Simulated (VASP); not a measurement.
# Be3CdSe4 (P-4m2) in VASP: density of states with PBE

Aim: the density of states of Be3CdSe4 with PBE.

Program: VASP 6.6.1. These are calculated values, not measurements. Logs are shortened: lines on timing, memory, paths and dates and some standing lists are left out, and cuts for length are marked.

**1. The crystal as given**

The structure is tetragonal, space group P-4m2 (No. 115). Conventional cell: a = 3.789 Å, b = 3.789 Å, c = 11.176 Å, α = 90.00°, β = 90.00°, γ = 90.00°. Be (site symmetry 2mm) has 4 Se at 2.26 to 2.28 Å as nearest neighbours. Around Be (site symmetry -4m2) lie 4 Se at 2.28 Å. Around Cd (site symmetry -4m2) lie 4 Se at 2.64 Å. Se (site symmetry 2mm) has 4 Be at 2.28 Å as nearest neighbours. Se (site symmetry 2mm) is surrounded by 2 Be at 2.26 Å.

The cell was built by a generator and needn't be a form met in nature.

**2. Density of states, PBE**

POSCAR

```
Be3CdSe4                                
1.0
    3.7892934369      0.0000000000      0.0000000000
    0.0000000000      3.7892934369      0.0000000000
   -0.0000000000      0.0000000000     11.1760365156
  Be              Cd              Se            
     3     1     4
Direct
     0.5000000000000000    0.5000000000000000    0.2738878807486377
     0.5000000000000000    0.5000000000000000    0.7261121192513624
     0.0000000000000000    0.0000000000000000    0.5000000000000000
     0.0000000000000000    0.0000000000000000    0.0000000000000000
     0.5000000000000000    0.0000000000000000    0.3872882239441378
     0.0000000000000000    0.5000000000000000    0.6127117760558621
     0.5000000000000000    0.0000000000000000    0.8358318983020923
     0.0000000000000000    0.5000000000000000    0.1641681016979077
```

INCAR.step1

```
SYSTEM = Be3CdSe4
PREC = Accurate
ENCUT = 520
EDIFF = 1E-6
ISMEAR = 0
SIGMA = 0.03
LREAL = .FALSE.
LASPH = .TRUE.
NELM = 60
ALGO = Normal
ISIF = 2
LWAVE = .FALSE.
LCHARG = .TRUE.
GGA = PE
NBANDS = 31
KPAR = 4
```

KPOINTS.step1

```
Automatic mesh
0
G
  6 6 4
  0 0 0
```

INCAR.step2

```
SYSTEM = Be3CdSe4
PREC = Accurate
ENCUT = 520
EDIFF = 1E-6
ISMEAR = -5
SIGMA = 0.03
LREAL = .FALSE.
LASPH = .TRUE.
NELM = 60
ALGO = Normal
ISIF = 2
LWAVE = .FALSE.
LCHARG = .FALSE.
GGA = PE
LORBIT = 11
NBANDS = 31
KPAR = 4
NEDOS = 1001
ICHARG = 11
```

KPOINTS.step2

```
Automatic mesh
0
G
  9 9 6
  0 0 0
```

Potentials or basis: VASP PAW PBE potentials, release 64 (Be, Cd, Se).

Started as:

```console
> cat potpaw_PBE.64/Be/POTCAR potpaw_PBE.64/Cd/POTCAR potpaw_PBE.64/Se/POTCAR > POTCAR
> cp INCAR.step1 INCAR
> cp KPOINTS.step1 KPOINTS
> mpirun -np 4 vasp_std > vasp.out
> cp INCAR.step2 INCAR
> cp KPOINTS.step2 KPOINTS
> mpirun -np 4 vasp_std > vasp.out
```

OUTCAR:

```text
SYSTEM = Be3CdSe4
   PREC = Accurate
   ENCUT = 520
   EDIFF = 1E-6
   ISMEAR = -5
   LREAL = .FALSE.
   LASPH = .TRUE.
   NELM = 60
   ISIF = 2
   GGA = PE
   LORBIT = 11
   ICHARG = 11

 ion  position               nearest neighbor table
   1  0.500  0.500  0.274-   8 2.26   8 2.26   5 2.28   5 2.28
   2  0.500  0.500  0.726-   7 2.26   7 2.26   6 2.28   6 2.28
   3  0.000  0.000  0.500-   5 2.28   6 2.28   6 2.28   5 2.28
   4  0.000  0.000  0.000-   7 2.64   8 2.64   8 2.64   7 2.64
   5  0.500  0.000  0.387-   3 2.28   3 2.28   1 2.28   1 2.28
   6  0.000  0.500  0.613-   3 2.28   3 2.28   2 2.28   2 2.28
   7  0.500  0.000  0.836-   2 2.26   2 2.26   4 2.64   4 2.64
   8  0.000  0.500  0.164-   1 2.26   1 2.26   4 2.64   4 2.64

  LATTYP: Found a simple tetragonal cell.
 ALAT       =     3.7892934369
 C/A-ratio  =     2.9493721459

  Lattice vectors:

 A1 = (   3.7892934369,   0.0000000000,   0.0000000000)
 A2 = (   0.0000000000,   3.7892934369,   0.0000000000)
 A3 = (   0.0000000000,   0.0000000000,  11.1760365156)

Analysis of symmetry for initial positions (statically):
=====================================================================
 Subroutine PRICEL returns:
 Original cell was already a primitive cell.

 Routine SETGRP: Setting up the symmetry group for a
 simple tetragonal supercell.

 Subroutine GETGRP returns: Found  8 space group operations
 (whereof  8 operations were pure point group operations)
 out of a pool of 16 trial point group operations.

The static configuration has the point symmetry D_2d.

Analysis of symmetry for dynamics (positions and initial velocities):
=====================================================================
 Subroutine PRICEL returns:
 Original cell was already a primitive cell.

 Routine SETGRP: Setting up the symmetry group for a
 simple tetragonal supercell.

 Subroutine GETGRP returns: Found  8 space group operations
 (whereof  8 operations were pure point group operations)
 out of a pool of 16 trial point group operations.

The dynamic configuration has the point symmetry D_2d.

 Subroutine INISYM returns: Found  8 space group operations
 (whereof  8 operations are pure point group operations),
 and found     1 'primitive' translations

----------------------------------------------------------------------------------------

                                     Primitive cell

  volume of cell :     160.4739

  direct lattice vectors                    reciprocal lattice vectors
     3.789293437  0.000000000  0.000000000     0.263901441  0.000000000  0.000000000
     0.000000000  3.789293437  0.000000000     0.000000000  0.263901441  0.000000000
     0.000000000  0.000000000 11.176036516     0.000000000  0.000000000  0.089477159

  length of vectors
     3.789293437  3.789293437 11.176036516     0.263901441  0.263901441  0.089477159

  position of ions in fractional coordinates (direct lattice)
     0.500000000  0.500000000  0.273887881
     0.500000000  0.500000000  0.726112119
     0.000000000  0.000000000  0.500000000
     0.000000000  0.000000000  0.000000000
     0.500000000  0.000000000  0.387288224
     0.000000000  0.500000000  0.612711776
     0.500000000  0.000000000  0.835831898
     0.000000000  0.500000000  0.164168102

  ion indices of the primitive-cell ions
   primitive index   ion index
                 1           1
                 2           2
                 3           3
                 4           4
                 5           5
                 6           6
                 7           7
                 8           8

----------------------------------------------------------------------------------------

 KPOINTS: Automatic mesh

Automatic generation of k-mesh.
 Grid dimensions read from file:
 generate k-points for:    9    9    6

 Generating k-lattice:

  Cartesian coordinates                     Fractional coordinates (reciprocal lattice)
     0.029322382  0.000000000  0.000000000     0.111111111  0.000000000  0.000000000
     0.000000000  0.029322382  0.000000000     0.000000000  0.111111111  0.000000000
     0.000000000  0.000000000  0.014912860     0.000000000  0.000000000  0.166666667

  Length of vectors
     0.029322382  0.029322382  0.014912860

  Shift w.r.t. Gamma in fractional coordinates (k-lattice)
     0.000000000  0.000000000  0.000000000

 TETIRR: Found    723 inequivalent tetrahedra from     2916

 Subroutine IBZKPT returns following result:
 ===========================================

 Found     60 irreducible k-points:

 Following reciprocal coordinates:
            Coordinates               Weight
  0.000000  0.000000  0.000000      1.000000
  0.111111  0.000000  0.000000      4.000000
  0.222222  0.000000  0.000000      4.000000
  0.333333  0.000000  0.000000      4.000000
  0.444444  0.000000  0.000000      4.000000
  0.111111  0.111111  0.000000      4.000000
[... 16 lines left out ...]
  0.333333  0.111111  0.166667     16.000000
  0.444444  0.111111  0.166667     16.000000
 [... further k-points ...]
   k-points           NKPTS =     60   k-points in BZ     NKDIM =     60   number of bands    NBANDS=     31
   number of dos      NEDOS =   1001   number of ions     NIONS =      8
   total plane-waves  NPLWV =  65856
   dimension x,y,z NGX =    28 NGY =   28 NGZ =   84
   dimension x,y,z NGXF=    56 NGYF=   56 NGZF=  168
   ions per type =               3   1   4
   NGX,Y,Z   is equivalent  to a cutoff of  12.28, 12.28, 12.50 a.u.
   NGXF,Y,Z  is equivalent  to a cutoff of  24.57, 24.57, 24.99 a.u.
 SYSTEM =  Be3CdSe4
   PREC   = accura    normal or accurate (medium, high low for compatibility)
   ISTART =      0    job   : 0-new  1-cont  2-samecut
   ICHARG =     11    charge: 1-file 2-atom 10-const
   ISPIN  =      1    spin polarized calculation?
   LNONCOLLINEAR =      F non collinear calculations
   LSORBIT =      F    spin-orbit coupling
   LASPH  =      T    aspherical Exc in radial PAW
   ENCUT  =  520.0 eV  38.22 Ry    6.18 a.u.   7.05  7.05 20.78*2*pi/ulx,y,z
   NELM   =     60;   NELMIN=  2; NELMDL=  0     # of ELM steps
   EDIFF  = 0.1E-05   stopping-criterion for ELM
   LREAL  =      F    real-space projection
   EDIFFG = 0.1E-04   stopping-criterion for IOM
   NSW    =      0    number of steps for IOM
   IBRION =     -1    ionic relax: 0-MD 1-quasi-New 2-CG
   NFREE  =      0    steps in history (QN), initial steepest desc. (CG)
   ISIF   =      2    stress and relaxation
   ISYM   =      2    0-nonsym 1-usesym 2-fastsym
   POTIM  = 0.5000    time-step for ionic-motion
   TEBEG  =    0.0;   TEEND  =   0.0 temperature during run
   PSTRESS=    0.0 pullay stress
   NELECT =      42.0000    total number of electrons
   NUPDOWN=      -1.0000    fix difference up-down
   EMIN   =  10.00;   EMAX   =-10.00  energy-range for DOS
   EFERMI =   0.00;   METHOD = LEGACY
   ISMEAR =    -5;   SIGMA  =   0.03  broadening in eV -4-tet -1-fermi 0-gaus
   EFERMI_NEDOS =   21; number of points for ismear=-14 and -15
   IALGO  =     38    algorithm
   IMIX   =      4    mixing-type and parameters
     AMIX     =   0.40;   BMIX     =  1.00
     AMIX_MAG =   1.60;   BMIX_MAG =  1.00
  volume/ion in A,a.u.               =      20.06       135.37
  Fermi-wavevector in a.u.,A,eV,Ry     =   1.047184  1.978892 14.920083  1.096595
  Thomas-Fermi vector in A             =   2.182054
   LORBIT       =     11    0 simple, 1 ext, 2 COOP (PROOUT), +10 PAW based schemes
   GGA     = PE    functional components
   LHFCALC =     F    Hartree Fock is set to
   AEXX    =    0.0000 exact exchange contribution
   IVDW    =     0    specifies the selected vdW correction
   LEPSILON=     F    determine dielectric tensor
   LRPA    =     F    only Hartree local field effects (RPA)
 non-spin polarized calculation
 Fermi weights with tetrahedron method with Bloechl corrections
  energy-cutoff  :      520.00
  volume of cell :      160.47
 maximum number of plane-waves:      4348

 number of electron      41.9999995 magnetization

 Free energy of the ion-electron system (eV)
  ---------------------------------------------------
  ext. energy  EPLUGINS =         0.00000000
  ---------------------------------------------------
  free energy    TOTEN  =       -31.61269906 eV

  energy without entropy =      -31.61269906  energy(sigma->0) =      -31.61269906

 E-fermi :   2.6831     XC(G=0):  -9.2334

 val. band max:        2.6719915351   @ k =   0.0000   0.0000   0.0000
 cond. band min:       4.8202457689   @ k =   0.0000   0.0000   0.0000
 fundamental gap:      2.1482542338
 Fermi energy:         2.6830510933

 k-point     1 :       0.0000    0.0000    0.0000
  band No.  band energies     occupation
      1     -10.9279      2.00000
      2     -10.4389      2.00000
      3     -10.0631      2.00000
      4      -9.4473      2.00000
      5      -5.5316      2.00000
      6      -5.4295      2.00000
[... 23 lines left out ...]
     30       8.0218      0.00000
     31       8.1268      0.00000

 k-point     2 :       0.1111    0.0000    0.0000
  band No.  band energies     occupation
      1     -10.8599      2.00000
      2     -10.3894      2.00000
      3     -10.0280      2.00000
      4      -9.4482      2.00000
      5      -5.5202      2.00000
      6      -5.4272      2.00000
[... 23 lines left out ...]
     30       8.1880      0.00000
     31       8.5239      0.00000

 k-point     3 :       0.2222    0.0000    0.0000
  band No.  band energies     occupation
      1     -10.6658      2.00000
      2     -10.2543      2.00000
      3      -9.9403      2.00000
      4      -9.4695      2.00000
      5      -5.5128      2.00000
      6      -5.4181      2.00000
[... 23 lines left out ...]
     30       8.5847      0.00000
     31       9.1570      0.00000

 k-point     4 :       0.3333    0.0000    0.0000
  band No.  band energies     occupation
      1     -10.3771      2.00000
      2     -10.0747      2.00000
      3      -9.8507      2.00000
      4      -9.5577      2.00000
      5      -5.5050      2.00000
      6      -5.4087      2.00000
[... 635 lines left out ...]
     30       8.7152      0.00000
     31       9.0015      0.00000

 k-point    23 :       0.3333    0.1111    0.1667
  band No.  band energies     occupation
      1     -10.3139      2.00000
      2     -10.0524      2.00000
      3      -9.7958      2.00000
      4      -9.5444      2.00000
      5      -5.4820      2.00000
      6      -5.4107      2.00000
[... 23 lines left out ...]
     30       9.1256      0.00000
     31       9.2689      0.00000

 k-point    24 :       0.4444    0.1111    0.1667
  band No.  band energies     occupation
      1     -10.0010      2.00000
      2      -9.8851      2.00000
      3      -9.7826      2.00000
      4      -9.7180      2.00000
      5      -5.4677      2.00000
      6      -5.3988      2.00000
[... 23 lines left out ...]
     30       8.6907      0.00000
     31       9.3701      0.00000

 [... further k-points ...]

------------------------ aborting loop because EDIFF is reached ----------------------------------------

  FORCE on cell =-STRESS in cart. coord.  units (eV):
  Direction    XX          YY          ZZ          XY          YZ          ZX
  --------------------------------------------------------------------------------------
  -------------------------------------------------------------------------------------
  Total       -0.0482894     -0.0482894      0.0257167      0.0000000      0.0000000      0.0000000
  in kB       -0.4821238     -0.4821238      0.2567565      0.0000000      0.0000000      0.0000000
  external PRESSURE =      -0.2358304 kB  Pullay stress =       0.0000000 kB

 VOLUME and BASIS-vectors are now :
 -----------------------------------------------------------------------------
  energy-cutoff  :      520.00
  volume of cell :      160.47
      direct lattice vectors                 reciprocal lattice vectors
     3.789293437  0.000000000  0.000000000     0.263901441  0.000000000  0.000000000
     0.000000000  3.789293437  0.000000000     0.000000000  0.263901441  0.000000000
     0.000000000  0.000000000 11.176036516     0.000000000  0.000000000  0.089477159

 POSITION                                       TOTAL-FORCE (eV/Angst)
 -----------------------------------------------------------------------------------
      1.89465      1.89465      3.06098        -0.000000      0.000000     -0.003150
      1.89465      1.89465      8.11506        -0.000000      0.000000      0.003150
      0.00000      0.00000      5.58802        -0.000000     -0.000000      0.000000
      0.00000      0.00000      0.00000         0.000000     -0.000000      0.000000
      1.89465      0.00000      4.32835        -0.000000     -0.000000     -0.004802
      0.00000      1.89465      6.84769        -0.000000     -0.000000      0.004802
      1.89465      0.00000      9.34129        -0.000000     -0.000000      0.006593
      0.00000      1.89465      1.83475        -0.000000     -0.000000     -0.006593
 -----------------------------------------------------------------------------------
    total drift:                               -0.000000     -0.000000      0.000000

  FREE ENERGIE OF THE ION-ELECTRON SYSTEM (eV)
  ---------------------------------------------------
  free  energy   TOTEN  =       -31.6126990609 eV

  energy  without entropy=      -31.6126990609  energy(sigma->0) =      -31.61269906

 total charge

# of ion       s       p       d       tot
------------------------------------------
    1        0.365   0.552   0.000   0.916
    2        0.365   0.552   0.000   0.916
    3        0.365   0.553   0.000   0.917
    4        0.451   0.320   9.551  10.322
    5        1.426   2.482   0.028   3.936
    6        1.426   2.482   0.028   3.936
    7        1.434   2.453   0.025   3.913
    8        1.434   2.453   0.025   3.913
--------------------------------------------------
tot          7.264  11.847   9.658  28.769
```

Run time: 48 s. Hardware: 4 MPI ranks of Intel Xeon Platinum 8559C (Emerald Rapids), shared host; peak memory 0.41 GiB.

What came out:

| Item | Value |
| --- | --- |
| Valence electrons inside the program's atomic spheres | Be 0.92; Cd 10.32; Se 3.94, 3.91 |

States per cell in windows of 1 eV (zero at the valence-band top; states under -8 eV left out):
| from (eV) | total | Cd4_d | Se7_p | Se8_p | Se5_p | Se6_p | Be1_p |
| --- | --- | --- | --- | --- | --- | --- | --- |
| -8.0 | 3.73 | 3.41 | 0.02 | 0.02 | 0.00 | 0.00 | 0.00 |
| -7.0 | 0.00 | 0.00 | 0.00 | 0.00 | 0.00 | 0.00 | 0.00 |
| -6.0 | 1.01 | 0.01 | 0.06 | 0.06 | 0.10 | 0.10 | 0.01 |
| -5.0 | 5.33 | 0.06 | 0.38 | 0.38 | 0.47 | 0.47 | 0.05 |
| -4.0 | 3.81 | 0.05 | 0.31 | 0.31 | 0.39 | 0.39 | 0.09 |
| -3.0 | 6.52 | 0.08 | 0.66 | 0.66 | 0.70 | 0.70 | 0.21 |
| -2.0 | 5.41 | 0.08 | 0.62 | 0.62 | 0.66 | 0.66 | 0.14 |
| -1.0 | 2.10 | 0.06 | 0.37 | 0.37 | 0.18 | 0.18 | 0.02 |
| 0.0 | 0.00 | 0.00 | 0.00 | 0.00 | 0.00 | 0.00 | 0.00 |
| 1.0 | 0.00 | 0.00 | 0.00 | 0.00 | 0.00 | 0.00 | 0.00 |
| 2.0 | 2.03 | 0.02 | 0.12 | 0.12 | 0.02 | 0.02 | 0.06 |
| 3.0 | 2.54 | 0.03 | 0.04 | 0.04 | 0.03 | 0.03 | 0.09 |
| 4.0 | 4.39 | 0.03 | 0.08 | 0.08 | 0.06 | 0.06 | 0.19 |
| 5.0 | 6.07 | 0.04 | 0.16 | 0.16 | 0.13 | 0.13 | 0.27 |
| 6.0 | 4.34 | 0.04 | 0.12 | 0.12 | 0.13 | 0.13 | 0.23 |
| 7.0 | 0.60 | 0.00 | 0.02 | 0.02 | 0.03 | 0.03 | 0.03 |
